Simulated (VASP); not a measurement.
# HfO2 (P4_2/nmc) in VASP: settings compared

The runs below take HfO2 through dielectric tensor, band structure, with PBE, LDA, r2SCAN.

Everything below comes from runs of VASP 6.6.1. Logs are shortened: lines on timing, memory, paths and dates and some standing lists are left out, and cuts for length are marked.

**1. The structure**

Symmetry: P4_2/nmc, No. 137, tetragonal system. The conventional cell has a = 3.588 Å, b = 3.588 Å, c = 5.226 Å, α = 90.00°, β = 90.00°, γ = 90.00°. Around Hf (site symmetry -4m2) lie 4 O at 2.06 Å. Around O (site symmetry 2mm) lie 2 Hf at 2.06 Å.

Measurements of this composition are mostly on another form, of space group No. 14.

**2. Dielectric tensor, PBE**

Input file INCAR:

```
SYSTEM = HfO2
ALGO = Fast ; EDIFF = 1E-8
ENCUT = 450 ; GGA = PE
IBRION = 8 ; ISIF = 2
ISMEAR = 0 ; KPAR = 4
LASPH = .True. ; LCHARG = .False.
LEPSILON = .True. ; LREAL = .False.
LWAVE = .False. ; NELM = 120
PREC = Accurate ; SIGMA = 0.02
```

Input file KPOINTS:

```
k-points
0
Gamma
  9 9 7
  0 0 0
```

Input file POSCAR:

```
HfO2                                    
1.0
    3.5877109817      0.0000000000     -0.0000000000
    0.0000000000      3.5877109817      0.0000000000
    0.0000000000      0.0000000000      5.2260260979
  Hf              O             
     2     4
Direct
     0.5000000000000000    0.5000000000000000    0.5000000000000000
     1.0000000000000000    1.0000000000000000    0.0000000000000000
     0.0000000000000000    0.5000000000000000    0.6949587952560490
     0.5000000000000000    1.0000000000000000    0.8050412047439510
     0.5000000000000000    1.0000000000000000    0.3050412047439511
     1.0000000000000000    0.5000000000000000    0.1949587952560490
```

Potentials or basis: VASP PAW PBE potentials, release 64 (Hf_pv, O).

On the command line:

```bash
$ cat potpaw_PBE.64/Hf_pv/POTCAR potpaw_PBE.64/O/POTCAR > POTCAR
$ mpirun -np 4 vasp_std > vasp.out
```

OUTCAR:

```text
SYSTEM = HfO2
   EDIFF = 1E-8
   ENCUT = 450
   GGA = PE
   IBRION = 8
   ISIF = 2
   ISMEAR = 0
   LASPH = .True.
   LEPSILON = .True.
   LREAL = .False.
   NELM = 120
   PREC = Accurate

 ion  position               nearest neighbor table
   1  0.500  0.500  0.500-   3 2.06   5 2.06   5 2.06   3 2.06   4 2.40   4 2.40   6 2.40   6 2.40
                             2 3.64   2 3.64   2 3.64   2 3.64   2 3.64   2 3.64   2 3.64   2 3.64
   2  0.000  0.000  0.000-   4 2.06   6 2.06   6 2.06   4 2.06   3 2.40   5 2.40   3 2.40   5 2.40
                             1 3.64   1 3.64   1 3.64   1 3.64   1 3.64   1 3.64   1 3.64   1 3.64
   3  0.000  0.500  0.695-   1 2.06   1 2.06   2 2.40   2 2.40
   4  0.500  0.000  0.805-   2 2.06   2 2.06   1 2.40   1 2.40
   5  0.500  0.000  0.305-   1 2.06   1 2.06   2 2.40   2 2.40
   6  0.000  0.500  0.195-   2 2.06   2 2.06   1 2.40   1 2.40

  LATTYP: Found a simple tetragonal cell.
 ALAT       =     3.5877109817
 C/A-ratio  =     1.4566463476

  Lattice vectors:

 A1 = (   3.5877109817,   0.0000000000,   0.0000000000)
 A2 = (   0.0000000000,   3.5877109817,   0.0000000000)
 A3 = (   0.0000000000,   0.0000000000,   5.2260260979)

Analysis of symmetry for initial positions (statically):
=====================================================================
[... 1043 lines left out ...]
  2X     0.497831    0.000000    0.000000   -9.958206    0.000000    0.000000    0.817689    0.000000    0.000000    9.496400    0.000000    0.000000   -2.306808    0.000000    0.000000    1.453094    0.000000    0.000000
  2Y     0.000000    0.497831    0.000000    0.000000   -9.958206    0.000000    0.000000   -2.306808    0.000000    0.000000    1.453094    0.000000    0.000000    0.817689    0.000000    0.000000    9.496400    0.000000
  2Z     0.000000    0.000000   14.209001    0.000000    0.000000  -23.798728    0.000000    0.000000   -1.767031    0.000000    0.000000    6.561894    0.000000    0.000000   -1.767031    0.000000    0.000000    6.561894
  3X     9.501182    0.000000    0.000000    0.818552    0.000000    0.000000  -18.379008    0.000000    0.000000    6.997417    0.000000    0.000000    0.334896    0.000000    0.000000    0.726961    0.000000    0.000000
  3Y     0.000000    1.455001    0.000000    0.000000   -2.308097    0.000000    0.000000   -5.488001    0.000000    0.000000    5.277354    0.000000    0.000000    0.333259    0.000000    0.000000    0.730484    0.000000
  3Z     0.000000    0.000000    6.546532    0.000000    0.000000   -1.776749    0.000000    0.000000  -13.427822    0.000000    0.000000   -0.972780    0.000000    0.000000    1.385618    0.000000    0.000000    8.245201
  4X     0.818552    0.000000    0.000000    9.501182    0.000000    0.000000    6.997417    0.000000    0.000000  -18.379008    0.000000    0.000000    0.726961    0.000000    0.000000    0.334896    0.000000    0.000000
  4Y     0.000000   -2.308097    0.000000    0.000000    1.455001    0.000000    0.000000    5.277354    0.000000    0.000000   -5.488001    0.000000    0.000000    0.730484    0.000000    0.000000    0.333259    0.000000
  4Z     0.000000    0.000000   -1.776749    0.000000    0.000000    6.546532    0.000000    0.000000   -0.972780    0.000000    0.000000  -13.427822    0.000000    0.000000    8.245201    0.000000    0.000000    1.385618
  5X     1.455001    0.000000    0.000000   -2.308097    0.000000    0.000000    0.333259    0.000000    0.000000    0.730484    0.000000    0.000000   -5.488001    0.000000    0.000000    5.277354    0.000000    0.000000
  5Y     0.000000    9.501182    0.000000    0.000000    0.818552    0.000000    0.000000    0.334896    0.000000    0.000000    0.726961    0.000000    0.000000  -18.379008    0.000000    0.000000    6.997417    0.000000
  5Z     0.000000    0.000000    6.546532    0.000000    0.000000   -1.776749    0.000000    0.000000    1.385618    0.000000    0.000000    8.245201    0.000000    0.000000  -13.427822    0.000000    0.000000   -0.972780
  6X    -2.308097    0.000000    0.000000    1.455001    0.000000    0.000000    0.730484    0.000000    0.000000    0.333259    0.000000    0.000000    5.277354    0.000000    0.000000   -5.488001    0.000000    0.000000
  6Y     0.000000    0.818552    0.000000    0.000000    9.501182    0.000000    0.000000    0.726961    0.000000    0.000000    0.334896    0.000000    0.000000    6.997417    0.000000    0.000000  -18.379008    0.000000
  6Z     0.000000    0.000000   -1.776749    0.000000    0.000000    6.546532    0.000000    0.000000    8.245201    0.000000    0.000000    1.385618    0.000000    0.000000   -0.972780    0.000000    0.000000  -13.427822

 Eigenvectors and eigenvalues of the dynamical matrix
 ----------------------------------------------------

   1 f  =   19.800708 THz   124.411519 2PiTHz  660.480531 cm-1    81.889112 meV
             X         Y         Z           dx          dy          dz
      1.793855  1.793855  2.613013    -0.074725   -0.005886   -0.000000
      0.000000  0.000000  0.000000     0.074725    0.005886    0.000000
      0.000000  1.793855  3.631873     0.700534    0.001906   -0.000000
      1.793855  0.000000  4.207166    -0.700534   -0.001906   -0.000000
      1.793855  0.000000  1.594153     0.024199    0.055179    0.000000
      0.000000  1.793855  1.018860    -0.024199   -0.055179   -0.000000
[... 145 lines left out ...]
  18 f/i=    0.008746 THz     0.054956 2PiTHz    0.291750 cm-1     0.036172 meV
             X         Y         Z           dx          dy          dz
      1.793855  1.793855  2.613013    -0.000000    0.000000   -0.650882
      0.000000  0.000000  0.000000    -0.000000    0.000000   -0.650882
      0.000000  1.793855  3.631873    -0.000000    0.000000   -0.195387
      1.793855  0.000000  4.207166    -0.000000    0.000000   -0.195387
      1.793855  0.000000  1.594153    -0.000000    0.000000   -0.195387
      0.000000  1.793855  1.018860    -0.000000    0.000000   -0.195387

--------------------------------------------------------------------------------------------------------

 MACROSCOPIC STATIC DIELECTRIC TENSOR IONIC CONTRIBUTION
 ------------------------------------------------------
         279.171137     0.000000     0.000000
           0.000000   279.171137    -0.000000
           0.000000    -0.000000    12.640931
 ------------------------------------------------------

 ELASTIC MODULI CONTR FROM IONIC RELAXATION (kBar)
 Direction    XX          YY          ZZ          XY          YZ          ZX
 --------------------------------------------------------------------------------
 XX        -845.0218    310.8875   -619.9326      0.0000      0.0000      0.0000
 YY         310.8875   -845.0218   -619.9326      0.0000      0.0000      0.0000
 ZZ        -619.9326   -619.9326  -1439.0256      0.0000      0.0000      0.0000
 XY           0.0000      0.0000      0.0000      0.0000      0.0000      0.0000
 YZ           0.0000      0.0000      0.0000      0.0000   -732.7676     -0.0000
 ZX           0.0000      0.0000      0.0000      0.0000     -0.0000   -764.5546
 --------------------------------------------------------------------------------

 PIEZOELECTRIC TENSOR IONIC CONTR  for field in x, y, z        (C/m^2)
          XX          YY          ZZ          XY          YZ          ZX
  --------------------------------------------------------------------------------
  x     0.00000    -0.00000     0.00000     0.00000    -0.00000    -0.00000
  y    -0.00000    -0.00000    -0.00000     0.00000     0.00000     0.00000
  z    -0.00000     0.00000     0.00000     0.00000    -0.00000    -0.00000
```

OSZICAR:

```text
N       E                     dE             d eps       ncg     rms          rms(c)
DAV:   1     0.248637223697E+03    0.24864E+03   -0.23725E+04  3128   0.150E+03
DAV:   2    -0.598183633684E+02   -0.30846E+03   -0.30251E+03  4136   0.379E+02
DAV:   3    -0.717154828356E+02   -0.11897E+02   -0.11878E+02  3636   0.737E+01
[... 12 lines left out ...]
RMM:  11    -0.377771577230E+00   -0.24900E-06   -0.18811E-07  8813   0.677E-04    0.157E-04
RMM:  12    -0.377771520887E+00    0.56343E-07   -0.54904E-09  9922   0.558E-04    0.252E-05
RMM:  13    -0.377771492717E+00    0.28170E-07   -0.73045E-08 10461   0.517E-04    0.127E-05
RMM:  14    -0.377771500538E+00   -0.78207E-08   -0.16390E-07 10674   0.511E-04    0.771E-06
RMM:  15    -0.377771504296E+00   -0.37588E-08   -0.14868E-07 10759   0.509E-04    0.345E-06
RMM:  16    -0.377771504085E+00    0.21121E-09   -0.97080E-08 10879   0.509E-04    0.240E-06
 Linear response finished
```

It took 11 min on 4 MPI ranks of AMD EPYC 9R45 (Zen 5), shared host; peak memory 0.62 GiB.

What came out:

| Property | Result |
| --- | --- |
| Band gap on the k mesh | 4.69 eV, indirect (least direct gap 4.76 eV) |
| Electronic dielectric tensor (diagonal) | 5.20, 5.20, 4.66 |
| Born charges (mean of the diagonal) | Hf +5.26; O -2.63 e |
| Highest phonon frequency at Γ, LO-TO splitting left out | 660 cm⁻¹ |

Phonon frequencies in cm⁻¹ (negative: imaginary):
```tsv
q point	frequencies
(0.000, 0.000, 0.000)	0 0 0 45 45 97 97 213 308 309 430 430 458 458 584 639 660 660
```

Electronic dielectric tensor:
```
5.20 0.00 0.00
0.00 5.20 0.00
0.00 0.00 4.66
```

Born effective charge tensors (e):
atom 1, Hf
```
5.51 0.00 0.00
0.00 5.51 0.00
0.00 0.00 4.74
```
atom 2, Hf
```
5.51 0.00 0.00
0.00 5.51 0.00
0.00 0.00 4.74
```
atom 3, O
```
-3.47  0.00  0.00
 0.00 -2.04  0.00
 0.00  0.00 -2.37
```
atom 4, O
```
-3.47  0.00  0.00
 0.00 -2.04  0.00
 0.00  0.00 -2.37
```
atom 5, O
```
-2.04  0.00  0.00
 0.00 -3.47  0.00
 0.00  0.00 -2.37
```
atom 6, O
```
-2.04  0.00  0.00
 0.00 -3.47  0.00
 0.00  0.00 -2.37
```

Caveat: spin-orbit coupling is left out, which moves the levels of the heavy elements; an odd mesh through Γ misses points on the zone boundary, where band edges often lie. Expect the measured gap to be larger: semilocal functionals such as PBE lack the derivative discontinuity.

(Part 1 of 2 ends here.)
